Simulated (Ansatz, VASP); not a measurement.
# Cross-check of InSe between VASP and Ansatz

Aim: how closely do two programs agree when they are given the same cell, functional and k mesh?

Program: Ansatz 0.2.0. Level of theory: plane waves, with VASP 6.6.1 beside it; single point at r2SCAN. Results are calculated unless marked as measured.

The database entry behind the starting cell differs from later determinations by our own check (c about 1.7 % long), so it need not match the best structure at ambient conditions.

## 1. Starting point

It takes space group P6_3/mmc (No. 194, hexagonal). The conventional cell has a = 4.050 Å, b = 4.050 Å, c = 16.930 Å, α = 90.00°, β = 90.00°, γ = 120.00°. Nearest to In lie 3 Se at 2.66 Å and 1 In at 2.78 Å. Nearest to Se lie 3 In at 2.66 Å. Farther neighbours and most contacts between anions are not listed.

## 2. VASP: single point, r2SCAN

With cell and atoms fixed, the geometry can't cause a difference; cores, projectors, grids and the points listed under the comparison can.

Lines of VASP's logs that name or quote its potential files are left out, and so is its time.

Input file INCAR:

```
SYSTEM = InSe
PREC = Accurate
ENCUT = 400
EDIFF = 1E-07
NELM = 100
ISMEAR = 0
SIGMA = 0.01
LREAL = .FALSE.
ALGO = Normal
METAGGA = R2SCAN
LASPH = .TRUE.
NBANDS = 47
LORBIT = 11
LWAVE = .FALSE.
LCHARG = .FALSE.
KPAR = 2
```

Input file POSCAR:

```
InSe
1.0
    4.0500000000      0.0000000000      0.0000000000
   -2.0250000000      3.5074028853      0.0000000000
    0.0000000000      0.0000000000     16.9300000000
In Se
4 4
Direct
    0.3333333333      0.6666666667      0.1679005602
    0.6666666667      0.3333333333      0.6679005602
    0.3333333333      0.6666666667      0.3320994398
    0.6666666667      0.3333333333      0.8320994398
    0.3333333333      0.6666666667      0.5935821753
    0.6666666667      0.3333333333      0.0935821753
    0.3333333333      0.6666666667      0.9064178247
    0.6666666667      0.3333333333      0.4064178247
```

Input file KPOINTS:

```
Automatic mesh
0
Gamma
7 7 2
0 0 0
```

The projector-augmented-wave data sets are In_d and Se (PBE family, release 64).

Command:

```
$ mpirun -np 2 vasp_std
```

Numbers of over 12 decimals in the logs are rounded to 6 here.

Output:

```text
[banner, memory and clock lines left out]
running    2 mpi-ranks, on    1 nodes
 distrk:  each k-point on    1 cores,    2 groups
 distr:  one band on    1 cores,    1 groups

 POSCAR found type information on POSCAR InSe
 POSCAR found :  2 types and       8 ions
|                                                                             |
|               ----> ADVICE to this user running VASP <----                  |
|                                                                             |
|     You enforced a specific xc type in the INCAR file but a different       |
|     [... a line on the potential file left out ...]
|     I HOPE YOU KNOW WHAT YOU ARE DOING!                                     |
|                                                                             |

 LDA part: xc-table for (None), standard interpolation
 POSCAR, INCAR and KPOINTS ok, starting setup
 FFT: planning ... GRIDC
 FFT: planning ... GRID_SOFT
 FFT: planning ... GRID
 WAVECAR not read
 entering main loop
       N       E                     dE             d eps       ncg     rms          rms(c)
DAV:   1     0.593981918410E+03    0.59398E+03   -0.30103E+04  1512   0.153E+03
DAV:   2    -0.608949803167E+02   -0.65488E+03   -0.63633E+03  1519   0.427E+02
DAV:   3    -0.161290997007E+03   -0.10040E+03   -0.97115E+02  1821   0.187E+02
DAV:   4    -0.167420574032E+03   -0.61296E+01   -0.60889E+01  1792   0.466E+01
DAV:   5    -0.167664481928E+03   -0.24391E+00   -0.24382E+00  2045   0.880E+00    0.127E+01
DAV:   6    -0.152837599466E+03    0.14827E+02   -0.65874E+00  1942   0.406E+01    0.683E+00
DAV:   7    -0.152912745164E+03   -0.75146E-01   -0.18735E+00  1825   0.642E+00    0.322E+00
DAV:   8    -0.152941267735E+03   -0.28523E-01   -0.78480E-02  2176   0.246E+00    0.929E-01
DAV:   9    -0.152938438867E+03    0.28289E-02   -0.30244E-02  1809   0.975E-01    0.338E-01
DAV:  10    -0.152939289652E+03   -0.85078E-03   -0.34166E-03  2058   0.433E-01    0.235E-01
DAV:  11    -0.152939586051E+03   -0.29640E-03   -0.53893E-04  2080   0.122E-01    0.174E-01
DAV:  12    -0.152939589152E+03   -0.31007E-05   -0.72478E-05  2069   0.626E-02    0.550E-02
DAV:  13    -0.152939558480E+03    0.30672E-04   -0.81846E-05  1864   0.503E-02    0.241E-02
DAV:  14    -0.152939559549E+03   -0.10689E-05   -0.44705E-06  1773   0.119E-02    0.273E-02
DAV:  15    -0.152939559409E+03    0.14014E-06   -0.68410E-07  1768   0.548E-03    0.230E-02
DAV:  16    -0.152939560881E+03   -0.14717E-05   -0.32498E-06  1902   0.188E-02    0.211E-02
DAV:  17    -0.152939560191E+03    0.68934E-06   -0.66841E-07  1761   0.358E-03    0.216E-02
DAV:  18    -0.152939559569E+03    0.62261E-06   -0.26795E-07  1210   0.673E-03    0.783E-03
DAV:  19    -0.152939559407E+03    0.16154E-06   -0.27571E-07  1420   0.386E-03    0.553E-03
DAV:  20    -0.152939559487E+03   -0.79440E-07   -0.42997E-08  1039   0.253E-03
   1 F= -.15293956E+03 E0= -.15293956E+03  d E =-.131661E-14
```

Parts of OUTCAR (step 2):

```text
ion  position               nearest neighbor table
   1  0.333  0.667  0.168-   6 2.66   6 2.66   6 2.66   3 2.78
   2  0.667  0.333  0.668-   5 2.66   5 2.66   5 2.66   4 2.78
   3  0.333  0.667  0.332-   8 2.66   8 2.66   8 2.66   1 2.78
   4  0.667  0.333  0.832-   7 2.66   7 2.66   7 2.66   2 2.78
   5  0.333  0.667  0.594-   2 2.66   2 2.66   2 2.66
   6  0.667  0.333  0.094-   1 2.66   1 2.66   1 2.66
   7  0.333  0.667  0.906-   4 2.66   4 2.66   4 2.66
   8  0.667  0.333  0.406-   3 2.66   3 2.66   3 2.66

  LATTYP: Found a hexagonal cell.
 ALAT       =     4.0500000000
 C/A-ratio  =     4.1802469136

 Subroutine GETGRP returns: Found 24 space group operations
 (whereof 12 operations were pure point group operations)

The static configuration has the point symmetry D_3d.
 The point group associated with its full space group is D_6h.

 Found     16 irreducible k-points:

   k-points           NKPTS =     16   k-points in BZ     NKDIM =     16   number of bands    NBANDS=     47

   dimension x,y,z NGX =    28 NGY =   28 NGZ =  112
   dimension x,y,z NGXF=    56 NGYF=   56 NGZF=  224

   ENCUT  =  400.0 eV  29.40 Ry    5.42 a.u.   6.60  6.60 27.61*2*pi/ulx,y,z

   NELECT =      76.0000    total number of electrons

 k-points in reciprocal lattice and weights: Automatic mesh
   0.00000000  0.00000000  0.00000000       0.010
   0.14285714  0.00000000  0.00000000       0.061
   0.28571429  0.00000000  0.00000000       0.061
   0.42857143  0.00000000  0.00000000       0.061
   0.14285714  0.14285714  0.00000000       0.061
   0.28571429  0.14285714  0.00000000       0.122
   0.42857143  0.14285714  0.00000000       0.061
   0.28571429  0.28571429  0.00000000       0.061
   0.00000000  0.00000000  0.50000000       0.010
[...]
0.42857143  0.14285714  0.50000000       0.061
   0.28571429  0.28571429  0.50000000       0.061

 average (electrostatic) potential at core
       1-103.0943       2-103.0943       3-103.0943       4-103.0943       5 -58.7450
       6 -58.7450       7 -58.7450       8 -58.7450

 E-fermi :   3.6593

 k-point     1 :       0.0000    0.0000    0.0000
  band No.  band energies     occupation
    ...
     34       2.2881      2.00000
     35       2.2881      2.00000
     36       2.3718      2.00000
     37       2.3718      2.00000
     38       3.6098      2.00000
     39       4.3776      0.00000
     40       5.5032      0.00000
     41       6.0668      0.00000
     42       6.1225      0.00000
     43       8.0802      0.00000
    ...

 k-point     2 :       0.1429    0.0000    0.0000
  band No.  band energies     occupation
    ...
     34       1.9811      2.00000
     35       2.0652      2.00000
     36       2.1794      2.00000
     37       2.5650      2.00000
     38       3.4321      2.00000
     39       5.3686      0.00000
     40       5.9556      0.00000
     41       6.6377      0.00000
     42       6.8465      0.00000
     43       7.4147      0.00000
    ...

 k-point     3 :       0.2857    0.0000    0.0000
  band No.  band energies     occupation
    ...
     34       1.6184      2.00000
     35       1.6307      2.00000
     36       1.7850      2.00000
     37       2.6321      2.00000
     38       2.7568      2.00000
     39       5.6161      0.00000
     40       5.8145      0.00000
     41       6.0134      0.00000
     42       6.1705      0.00000
     43       7.7517      0.00000
    ...

  Total       -0.1405706     -0.1405706      0.9444398      0.0000000      0.0000000      0.0000000
  in kB       -0.9364996     -0.9364996      6.2919785      0.0000000      0.0000000      0.0000000
  external PRESSURE =       1.4729931 kB  Pullay stress =       0.0000000 kB

  energy-cutoff  :      400.00
  volume of cell :      240.49
      direct lattice vectors                 reciprocal lattice vectors
     4.050000000  0.000000000  0.000000000     0.246913580  0.142555622  0.000000000
    -2.025000000  3.507402885  0.000000000     0.000000000  0.285111244  0.000000000
     0.000000000  0.000000000 16.930000000     0.000000000  0.000000000  0.059066745

 POSITION                                       TOTAL-FORCE (eV/Angst)
 -----------------------------------------------------------------------------------
     -0.00000      2.33827      2.84256         0.000000      0.000000     -0.100012
      2.02500      1.16913     11.30756        -0.000000     -0.000000     -0.100012
     -0.00000      2.33827      5.62244         0.000000      0.000000      0.100012
      2.02500      1.16913     14.08744        -0.000000     -0.000000      0.100012
     -0.00000      2.33827     10.04935         0.000000      0.000000      0.054578
      2.02500      1.16913      1.58435         0.000000      0.000000      0.054578
     -0.00000      2.33827     15.34565        -0.000000     -0.000000     -0.054578
      2.02500      1.16913      6.88065         0.000000     -0.000000     -0.054578
 -----------------------------------------------------------------------------------
    total drift:                               -0.000000      0.000000      0.000000

  FREE ENERGIE OF THE ION-ELECTRON SYSTEM (eV)
  ---------------------------------------------------
  free  energy   TOTEN  =      -152.9395594867 eV

  energy  without entropy=     -152.9395594867  energy(sigma->0) =     -152.93955949

 total charge
# of ion       s       p       d       tot
------------------------------------------
    1        0.849   0.690   9.884  11.423
    2        0.849   0.690   9.884  11.423
    3        0.849   0.690   9.884  11.423
    4        0.849   0.690   9.884  11.423
    5        1.467   2.385   0.022   3.874
    6        1.467   2.385   0.022   3.874
    7        1.467   2.385   0.022   3.874
    8        1.467   2.385   0.022   3.874
--------------------------------------------------
tot          9.262  12.302  39.624  61.188

[... 3 further parts left out ...]
```

The run ends at a pressure of 0.15 GPa, with forces up to 0.10 eV/Å.

## 3. Ansatz: single point, r2SCAN

Ansatz runs on its default PAW (the set named soft_2) files.

The same cell, functional, mesh and smearing now go to Ansatz, which takes its cutoff from its data sets.

Input file input.yaml:

```yaml
crystal:
  lattice:
    - [4.05, 0.0, 0.0]
    - [-2.025, 3.5074028853, 0.0]
    - [0.0, 0.0, 16.93]
  atoms:
    - { symbol: In, position: [0.3333333333, 0.6666666667, 0.1679005602] }
    - { symbol: In, position: [0.6666666667, 0.3333333333, 0.6679005602] }
    - { symbol: In, position: [0.3333333333, 0.6666666667, 0.3320994398] }
    - { symbol: In, position: [0.6666666667, 0.3333333333, 0.8320994398] }
    - { symbol: Se, position: [0.3333333333, 0.6666666667, 0.5935821753] }
    - { symbol: Se, position: [0.6666666667, 0.3333333333, 0.0935821753] }
    - { symbol: Se, position: [0.3333333333, 0.6666666667, 0.9064178247] }
    - { symbol: Se, position: [0.6666666667, 0.3333333333, 0.4064178247] }
hamiltonian:
  xc: r2scan
  pseudopotentials: { kind: paw }
kpoints:
  mp_grid: { grid: [7, 7, 2] }
scf:
  occupations: { method: gaussian, width: 0.01 }
  n_extra_bands: 6
output:
  forces: true
  stress: true
  eigenvalues: true
```

Command:

```
$ ansatz run input.yaml --threads 4 --pin off --max-ram 9216MiB --backend cpu --events-out ev --progress --plain --runs-dir out
```

Output:

```text
scf.n_extra_bands = 6 over 58 filled bands (N_el = 116.0): the run solves 64 bands
Engine: ansatz 0.2.0, aarch64-unknown-linux-gnu
Pseudopotentials: kind: paw
Pseudopotential: In, paw, valence charge 13, recommended cutoff 500 eV (meta_gga), In.paw.azcp
Pseudopotential: Se, paw, valence charge 16, recommended cutoff 500 eV (meta_gga), Se.paw.azcp
Functional definition: r2SCAN
  parameter k0 = 0.174
  parameter k1 = 0.065
  parameter a1 = 4.9479
  exchange = r2scan_x(k0 = k0, k1 = k1, a1 = a1)
  correlation = r2scan_c
Crystal: 8 atoms, lattice volume = 240.490 Å³
Basis set: ecut = 500 eV, 6163 PW (Γ), exchange–correlation on 120×120×500 points (64 copies of the dense FFT grid, shifted against one another)
Bands: 64, of which v1, the nominal top of the filled ones, is band 58 counted from 1 (57 counted from 0)
Symmetry: 24 space group operations
Space group: P63/mmc (ITA 194), of the structure as read, at distance tolerance 6.2e-5 Å
k-points: 16 of 98
Non-local potential: In, projectors of the file, l = 0: 2, l = 1: 2, l = 2: 2, l = 3: 2
Non-local potential: Se, projectors of the file, l = 0: 2, l = 1: 2, l = 2: 3, l = 3: 1
PAW form: soft (Blöchl's): semilocal exchange-correlation on the pseudo side does not see the compensation charge
PAW frozen core: In, regenerated for the run's functional (the file was generated under x = pbe(κ = 0.804, μ = 0.219515), c = pbe(β = 0.066725))
PAW frozen core: Se, regenerated for the run's functional (the file was generated under x = pbe(κ = 0.804, μ = 0.219515), c = pbe(β = 0.066725))
PAW one-centre angular grid: In, 590 points (default); XC on 289 of its mesh's 2783 points in the sphere
PAW one-centre angular grid: Se, 590 points (default); XC on 160 Gauss nodes
Initial density: superposition of atomic densities (neutral atoms: chi_scale 0, normalization atom), corrected by the library's trained network
Initial wavefunctions: pseudopotential atomic-orbital guess
Functional: x = r2scan, c = r2scan; τ floored in thin density (d = 2e-4 eV/Å³)
SCF iter   1: F=—  HF=-44365.192775 eV  |F-HF|=—  |Δ(HF+E_count)|=         —  Δρ=5.76e-3  dr2=6.61e-2  dr2_τ=3.01e-2  ethr=1.77e-3  ⟨swp⟩=6.1  Hψ=4202  notcnv=0
preconditioner: auto → Resta (q_TF=auto, 2.416 Å⁻¹)  ε∞=3.4  [insulator: Δε(μ)=0.759 eV  Ē_g=13.470 eV  σ=0.010 eV  W_gap=1.00  n_scr=66 (ndim 8)  ℏωp=20.9 eV  f_vac=0.102  D(μ)=0.00/eV (n_scr^D=0)  ε∞_Penn≈3.4]
SCF iter   2: F=—  HF=-44365.216823 eV  |F-HF|=—  |Δ(HF+E_count)|=   2.40e-2  Δρ=2.54e-3  dr2=1.19e-2  dr2_τ=4.38e-4  ethr=5.69e-5  ⟨swp⟩=3.1  Hψ=2048  notcnv=0  defer=32
SCF iter   3: F=—  HF=-44365.216958 eV  |F-HF|=—  |Δ(HF+E_count)|=   1.34e-4  Δρ=6.43e-4  dr2=1.00e-3  dr2_τ=3.09e-5  ethr=1.02e-5  ⟨swp⟩=2.8  Hψ=1668  notcnv=0  defer=32
SCF iter   4: F=—  HF=-44365.217103 eV  |F-HF|=—  |Δ(HF+E_count)|=   1.45e-4  Δρ=1.87e-4  dr2=9.93e-5  dr2_τ=3.06e-6  ethr=8.66e-7  ⟨swp⟩=2.8  Hψ=1974  notcnv=0  defer=32
SCF iter   5: F=—  HF=-44365.217175 eV  |F-HF|=—  |Δ(HF+E_count)|=   7.22e-5  Δρ=5.35e-5  dr2=1.23e-5  dr2_τ=2.38e-7  ethr=8.56e-8  ⟨swp⟩=2.4  Hψ=1806  notcnv=0  defer=32
SCF iter   6: F=—  HF=-44365.217179 eV  |F-HF|=—  |Δ(HF+E_count)|=   3.95e-6  Δρ=1.75e-5  dr2=1.68e-6  dr2_τ=2.86e-8  ethr=1.06e-8  ⟨swp⟩=2.7  Hψ=1552  notcnv=0  defer=32
SCF iter   7: F=—  HF=-44365.217179 eV  |F-HF|=—  |Δ(HF+E_count)|=   5.87e-7  Δρ=5.54e-6  dr2=1.06e-7  dr2_τ=6.75e-9  ethr=1.45e-9  ⟨swp⟩=2.0  Hψ=1216  notcnv=0  defer=32
SCF iter   8: F=-44365.217180 eV  HF=-44365.217180 eV  |F-HF|=7.57e-10  |Δ(HF+E_count)|=   8.10e-8  Δρ=1.91e-6  dr2=9.30e-9  dr2_τ=1.66e-9  ethr=8.62e-11  ⟨swp⟩=9.2  Hψ=3963  notcnv=0
SCF 1 converged in 8 iterations: F = -44365.217180 eV  dr2 = 9.30e-9
  greatest PAW one-centre occupation: 1.000 electrons in one spin orbital (limit 2), on the Se atom at site 6 (counted from 0), in its partial waves of l = 2
SCF converged after 8 iterations
Free energy (F): -44365.217180 eV
Harris-Foulkes:  -44365.217180 eV  (|F-HF|=7.57e-10)
Internal energy: -44365.217180 eV  (E = F + TS)
E sigma→0 (E₀):  -44365.217180 eV
Fermi energy:    7.087490 eV
--- Per-component energies (eV) ---
  E_band       = -1947.435540
  E_kinetic    = 1444.613342
  E_local      = -16049.890362  (includes V_loc(G=0)·N_el)
  E_nonlocal   = -909.673280
  E_hartree    = 7395.315631
  E_xc         = -1195.228940
  E_vxc        = -847.360057  (∫ρ·V_xc dr)
  E_paw        = -24439.403581  (= ΣΔE_a)
  E_vpaw       = -426.130151  (= ΣTr[D̂ρ^β])
  E_aug_tail   = -0.000799  (compensation charges beyond the density's cutoff)
  E_vtau       = 50.375361  (kinetic-family band-sum trace: ∫τ·v_τ [+ j·A + Jᵃ·Aᵃ] dr)
  E_ewald      = -10607.752292
  E_core_change = -3.196898  (= ΣΔE_core)
  E_smearing   = -0.000000  (= −TS)
  E_closure    = 0.000000  (closes the sum)
  Σ components = -44365.217180   (vs F -44365.217180, Δ=0.00e0)
--- Forces (eV/Å), atoms counted from 1 ---
  atom   1  In     0.00000000    -0.00000000    -0.10769126
  atom   2  In     0.00000000     0.00000000    -0.10769126
  atom   3  In    -0.00000000    -0.00000000     0.10769126
  atom   4  In    -0.00000000     0.00000000     0.10769126
  atom   5  Se     0.00000000    -0.00000000     0.06952291
  atom   6  Se     0.00000000     0.00000000     0.06952291
  atom   7  Se     0.00000000    -0.00000000    -0.06952291
  atom   8  Se     0.00000000     0.00000000    -0.06952291
  max |Σ_I F_I| component: 6.94e-18 eV/Å
--- Stress (GPa, compression-positive) ---
       -0.083273      -0.000000       0.000000
        0.000000      -0.083273       0.000000
        0.000000       0.000000       0.629410
  P = ⅓ Tr σ = 0.1543 GPa (1.543 kbar)
--- Band table (eV; the first three rows and the last of 16) ---
  k-point 0: bands = [... 54 lower, 5.3853, 5.4688, 5.4688, 6.6989, 7.4760, 8.6023, 9.1692, 9.2241, ... 2 higher]
  k-point 1: bands = [... 54 lower, 5.4367, 5.4367, 5.9072, 5.9072, 8.1692, 8.1692, 9.1938, 9.1938, ... 2 higher]
  k-point 2: bands = [... 54 lower, 5.1628, 5.2767, 5.6556, 6.5209, 8.4643, 9.0514, 9.7371, 9.9469, ... 2 higher]
  k-point 15: bands = [... 54 lower, 4.5444, 4.5444, 5.0841, 5.0841, 8.8609, 8.8609, 9.3990, 9.3990, ... 2 higher]
```

It took 16 s on 4 threads of Arm Neoverse N1, shared host; peak memory 1.3 GiB; 61 s of CPU time.

The run ends at a pressure of 0.15 GPa, with forces up to 0.11 eV/Å.

## 4. Comparison

Known differences besides the potentials themselves: VASP keeps PBE cores, Ansatz makes them for the functional; the data sets hold 116 valence electrons in Ansatz (default PAW (the set named soft_2) files) and 76 in VASP; the cutoff is 500 eV in Ansatz and 400 eV in VASP. Total energies have different zeros and are not compared.

The two programs side by side:

```
              quantity  Ansatz   VASP  difference
        pressure (GPa)    0.15   0.15       +0.01
gap on the k mesh (eV)   0.777  0.768      +0.009
```

Forces (eV/Å; atoms numbered as in POSCAR):

```
atom        Ansatz x, y, z          VASP x, y, z
 In1  0.000, 0.000, -0.108  0.000, 0.000, -0.100
 In2  0.000, 0.000, -0.108  0.000, 0.000, -0.100
 In3   0.000, 0.000, 0.108   0.000, 0.000, 0.100
 In4   0.000, 0.000, 0.108   0.000, 0.000, 0.100
 Se5   0.000, 0.000, 0.070   0.000, 0.000, 0.055
 Se6   0.000, 0.000, 0.070   0.000, 0.000, 0.055
 Se7  0.000, 0.000, -0.070  0.000, 0.000, -0.055
 Se8  0.000, 0.000, -0.070  0.000, 0.000, -0.055
```

The forces differ by 6.9 meV/Å r.m.s., which is 14.7 % of the r.m.s. force of 0.05 eV/Å (both taken over all components). A gap on the mesh is an upper bound, since the band edges may lie between its points. Ansatz's pressure holds a Pulay correction of 0.01 GPa; VASP's holds none.

## 5. Results

```yaml
r_m_s_force_difference_single_point_r2scan: 6.9 meV/Å
```

What this shows: The r.m.s. force difference is 6.9 meV/Å (single point, r2SCAN), within the 12 meV/Å picked in this series as the mark of a large difference. 1 further run of this series is not shown here. Such differences can come from data sets, numerical settings and the points named under the comparisons, not from the functional's error against experiment.

[Lines on the potential files, build, host, timing and source positions are cut from VASP's logs without a mark.]

[Logs are printed without paths, hosts, clocks, repeated set-up lines and the standing remarks that a program may print on its own settings, such as how far it seeks lower states.]

[Hosts, paths, dates, database ids (printed as entryN), source tags and the programs' standing remarks are cut or masked in the printed files.]
